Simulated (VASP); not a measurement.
All values below come from RPA correlation on PBE orbitals, VASP's PBE PAW potentials (set 64) (plane waves; VASP 6.6.1).

Input for VASP

POSCAR:
```
GaP
1
    0.0000000000     2.7608590000     2.7608590000
    2.7608590000     0.0000000000     2.7608590000
    2.7608590000     2.7608590000     0.0000000000
Ga P
1 1
Direct
  0.0000000000   0.0000000000   0.0000000000
  0.2500000000   0.2500000000   0.2500000000
```

File KPOINTS:
```
kpoints
0
G
 4 4 4
0 0 0
```

**INCAR**
```
! general
SYSTEM  = GaP
PREC    = Normal
ENCUT   = 500
LREAL   = F   ! projection in real space or not
LASPH   = T
NBANDS  = 1090

! electronic loop
ALGO    = ACFDT

! smearing
ISMEAR  = 0
SIGMA   = 0.01

! functional
GGA     = PE   ! PBE

! output
LWAVE   = F
LCHARG  = F

! other
NOMEGA  = 12
ENCUTGW = 300
```

POTCAR, in this order: Ga_d_GW P_GW (PBE.64 set). Program: vasp_std. Read from the step before: WAVECAR, WAVEDER.

The run wrote:

### OSZICAR
```
energies w=
    0.000    0.361    0.000    1.179    0.000    2.316    0.000    4.114
    0.000    7.157    0.000   12.508    0.000   22.190    0.000   40.168
    0.000   74.534    0.000  142.951    0.000  291.050    0.000  717.510
NQ=   1    0.0000    0.0000    0.0000,
 performed       7379000 updates of chi_q(r,r)
NQ=   2    0.2500    0.0000    0.0000,
 performed      14758000 updates of chi_q(r,r)
NQ=   3    0.5000    0.0000    0.0000,
 performed      22137000 updates of chi_q(r,r)
NQ=   4    0.2500    0.2500    0.0000,
 performed      29516000 updates of chi_q(r,r)
NQ=   5    0.5000    0.2500    0.0000,
 performed      36895000 updates of chi_q(r,r)
NQ=   6   -0.2500    0.2500    0.0000,
 performed      44274000 updates of chi_q(r,r)
NQ=   7    0.5000    0.5000    0.0000,
 performed      51653000 updates of chi_q(r,r)
NQ=   8   -0.2500    0.5000    0.2500,
 performed      59032000 updates of chi_q(r,r)
```

**OUTCAR**
```


      cutoff energy     smooth cutoff   RPA   correlation   Hartree contr. to MP2
---------------------------------------------------------------------------------
            300.000           240.000      -18.1917263350      -29.9037017768
            285.714           228.571      -18.1243109949      -29.8027255999
            272.109           217.687      -18.0474281827      -29.6853872378
            259.151           207.321      -17.9602076102      -29.5502141772
            246.811           197.449      -17.8625060091      -29.3969899997
            235.058           188.046      -17.7527924168      -29.2233722380
            223.865           179.092      -17.6325639786      -29.0319154712
            213.204           170.564      -17.4993329039      -28.8189185201
  linear regression
  converged value                          -19.2434345161      -31.5587739719
```
(Selected blocks of OUTCAR.)

The mesh is coarse, so the correlation energy is not converged in k-points.

The compound is GaP in the zinc blende structure. This cell is one point of a volume scan, at 1.04 of the reference volume. The k-mesh is coarse (spacing up to 0.49 per Å, 2π included), so the numbers may not be converged in it.
